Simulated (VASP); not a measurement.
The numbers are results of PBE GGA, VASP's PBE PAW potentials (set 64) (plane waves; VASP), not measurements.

A VASP calculation is set up with these files.

### INCAR
```
ALGO = Normal
EDIFF = 1E-6
EDIFFG = -0.01
ENCUT = 520
GGA = PE
IBRION = 2
ISIF = 3
ISMEAR = 1
LASPH = .TRUE.
LCHARG = .FALSE.
LMAXMIX = 6
LREAL = .FALSE.
LWAVE = .FALSE.
NELM = 100
NSW = 60
PREC = Accurate
SIGMA = 0.1
SYSTEM = WC
```

### POSCAR
```
WC
1
    1.4550000000    -2.5201340000     0.0000000000
    1.4550000000     2.5201340000     0.0000000000
    0.0000000000     0.0000000000     2.8400000000
W C
1 1
Direct
  0.0000000000   0.0000000000   0.0000000000
  0.3333330000   0.6666670000   0.5000000000
```

KPOINTS:
```
Automatic mesh
0
Gamma
13 13 12
0 0 0
```

POTCAR, in this order: W_sv C (PBE.64 set). Program: vasp_std.

Output

OSZICAR:
```
       N       E                     dE             d eps       ncg     rms          rms(c)
DAV:   1     0.109378708060E+03    0.10938E+03   -0.98296E+03  3822   0.154E+03
DAV:   2    -0.216157365629E+02   -0.13099E+03   -0.12758E+03  4387   0.380E+02
DAV:   3    -0.254832713420E+02   -0.38675E+01   -0.38329E+01  4585   0.606E+01
DAV:   4    -0.255203293544E+02   -0.37058E-01   -0.37028E-01  4217   0.624E+00
DAV:   5    -0.255206473472E+02   -0.31799E-03   -0.31796E-03  4567   0.592E-01    0.323E+01
DAV:   6    -0.225375344968E+02    0.29831E+01   -0.95825E+00  4312   0.318E+01    0.856E+00
DAV:   7    -0.224716657868E+02    0.65869E-01   -0.40977E-01  4017   0.578E+00    0.612E+00
DAV:   8    -0.224457145212E+02    0.25951E-01   -0.70472E-02  4237   0.255E+00    0.880E-01
DAV:   9    -0.224446371661E+02    0.10774E-02   -0.36563E-03  4102   0.488E-01    0.142E-01
DAV:  10    -0.224445900876E+02    0.47078E-04   -0.27777E-04  4487   0.225E-01    0.714E-02
DAV:  11    -0.224445882712E+02    0.18164E-05   -0.21413E-05  4157   0.437E-02    0.104E-02
DAV:  12    -0.224445871969E+02    0.10743E-05   -0.47645E-06  4077   0.210E-02    0.304E-03
DAV:  13    -0.224445872154E+02   -0.18466E-07   -0.96044E-08  1981   0.326E-03
   1 F= -.22444587E+02 E0= -.22444457E+02  d E =-.224446E+02
       N       E                     dE             d eps       ncg     rms          rms(c)
DAV:   1    -0.227592764081E+02   -0.31469E+00   -0.82906E+00  3887   0.427E+01    0.788E+00
DAV:   2    -0.224705281437E+02    0.28875E+00   -0.81959E-01  3927   0.109E+01    0.164E+00
DAV:   3    -0.224265636936E+02    0.43964E-01   -0.92228E-02  4092   0.248E+00    0.593E-01
DAV:   4    -0.224187837267E+02    0.77800E-02   -0.26140E-02  4192   0.182E+00    0.624E-01
DAV:   5    -0.224190728307E+02   -0.28910E-03   -0.14833E-03  4252   0.450E-01    0.706E-02
DAV:   6    -0.224189362124E+02    0.13662E-03   -0.36257E-04  4302   0.141E-01    0.123E-02
DAV:   7    -0.224189373788E+02   -0.11664E-05   -0.24862E-05  4307   0.425E-02    0.113E-02
DAV:   8    -0.224189373194E+02    0.59360E-07   -0.53125E-07  2091   0.771E-03
   2 F= -.22418937E+02 E0= -.22418791E+02  d E =0.256499E-01
       N       E                     dE             d eps       ncg     rms          rms(c)
DAV:   1    -0.226216793562E+02   -0.20274E+00   -0.41932E+00  3877   0.294E+01    0.599E+00
DAV:   2    -0.224751210463E+02    0.14656E+00   -0.34133E-01  3907   0.764E+00    0.119E+00
DAV:   3    -0.224523852749E+02    0.22736E-01   -0.41831E-02  4137   0.190E+00    0.419E-01
DAV:   4    -0.224489450459E+02    0.34402E-02   -0.98706E-03  4267   0.113E+00    0.519E-01
DAV:   5    -0.224490244807E+02   -0.79435E-04   -0.70217E-04  4292   0.305E-01    0.313E-02
DAV:   6    -0.224490044203E+02    0.20060E-04   -0.93481E-05  4377   0.797E-02    0.464E-03
DAV:   7    -0.224490032514E+02    0.11690E-05   -0.32890E-06  4054   0.193E-02    0.347E-03
DAV:   8    -0.224490031272E+02    0.12419E-06   -0.23421E-07  1911   0.658E-03
   3 F= -.22449003E+02 E0= -.22448859E+02  d E =-.441591E-02
       N       E                     dE             d eps       ncg     rms          rms(c)
DAV:   1    -0.224490134276E+02   -0.10176E-04   -0.24828E-04  3887   0.230E-01    0.463E-02
DAV:   2    -0.224490044719E+02    0.89557E-05   -0.21845E-05  3917   0.595E-02    0.921E-03
DAV:   3    -0.224490033855E+02    0.10864E-05   -0.24649E-06  3379   0.139E-02    0.310E-03
DAV:   4    -0.224490033666E+02    0.18960E-07   -0.66176E-07  1916   0.931E-03
   4 F= -.22449003E+02 E0= -.22448859E+02  d E =-.441615E-02
       N       E                     dE             d eps       ncg     rms          rms(c)
DAV:   1    -0.224497658980E+02   -0.76251E-03   -0.26547E-02  3837   0.196E+00    0.136E-01
DAV:   2    -0.224492185511E+02    0.54735E-03   -0.10984E-03  4082   0.329E-01    0.729E-02
DAV:   3    -0.224490176147E+02    0.20094E-03   -0.45756E-04  4152   0.196E-01    0.251E-02
DAV:   4    -0.224490169219E+02    0.69279E-06   -0.14513E-05  4042   0.389E-02    0.122E-02
DAV:   5    -0.224490163144E+02    0.60755E-06   -0.13707E-06  2349   0.120E-02
   5 F= -.22449016E+02 E0= -.22448897E+02  d E =-.129478E-04
       N       E                     dE             d eps       ncg     rms          rms(c)
DAV:   1    -0.224492435685E+02   -0.22665E-03   -0.61052E-03  3837   0.937E-01    0.651E-02
DAV:   2    -0.224491161026E+02    0.12747E-03   -0.25431E-04  4072   0.158E-01    0.349E-02
DAV:   3    -0.224490704613E+02    0.45641E-04   -0.10199E-04  4152   0.921E-02    0.122E-02
DAV:   4    -0.224490704010E+02    0.60258E-07   -0.33221E-06  3919   0.186E-02
   6 F= -.22449070E+02 E0= -.22448940E+02  d E =-.670345E-04
```

File OUTCAR:
```
------------------------ aborting loop because EDIFF is reached ----------------------------------------
  FORCE on cell =-STRESS in cart. coord.  units (eV):
  Direction    XX          YY          ZZ          XY          YZ          ZX
  --------------------------------------------------------------------------------------
  Total        0.0088078      0.0088078      0.0057943      0.0000000      0.0000000      0.0000000
  in kB        0.6687228      0.6687228      0.4399288      0.0000000      0.0000000      0.0000000
  external PRESSURE =       0.5924581 kB  Pullay stress =       0.0000000 kB
  volume of cell :       21.10
      direct lattice vectors                 reciprocal lattice vectors
     1.462421290 -2.532988052 -0.000000000     0.341898743 -0.197395325 -0.000000000
     1.462421290  2.532988052  0.000000000     0.341898743  0.197395325 -0.000000000
     0.000000000 -0.000000000  2.848375141     0.000000000 -0.000000000  0.351077351
 POSITION                                       TOTAL-FORCE (eV/Angst)
 -----------------------------------------------------------------------------------
      0.00000     -0.00000     -0.00000        -0.000000      0.000000      0.000000
      1.46242      0.84433      1.42419         0.000000     -0.000000     -0.000000
 -----------------------------------------------------------------------------------
    total drift:                                0.000000     -0.000388      0.000000
  FREE ENERGIE OF THE ION-ELECTRON SYSTEM (eV)
  ---------------------------------------------------
  free  energy   TOTEN  =       -22.4490704010 eV

  energy  without entropy=      -22.4486784997  energy(sigma->0) =      -22.44893977

 reached required accuracy - stopping structural energy minimisation
```
(Selected blocks of OUTCAR.)

CONTCAR:
```
WC
   1.00000000000000
     1.4624212897153941   -2.5329880519931738   -0.0000000000000000
     1.4624212897153941    2.5329880519931738    0.0000000000000000
     0.0000000000000000   -0.0000000000000000    2.8483751411912617
  W               C
     1     1
Direct
     0.0000000000000000    0.0000000000000000    0.0000000000000000
     0.3333330000000032    0.6666669999999968    0.5000000000000000
```

The compound is WC in the wc structure. This run relaxes it. Symmetry was kept, so distortions that lower it aren't found.
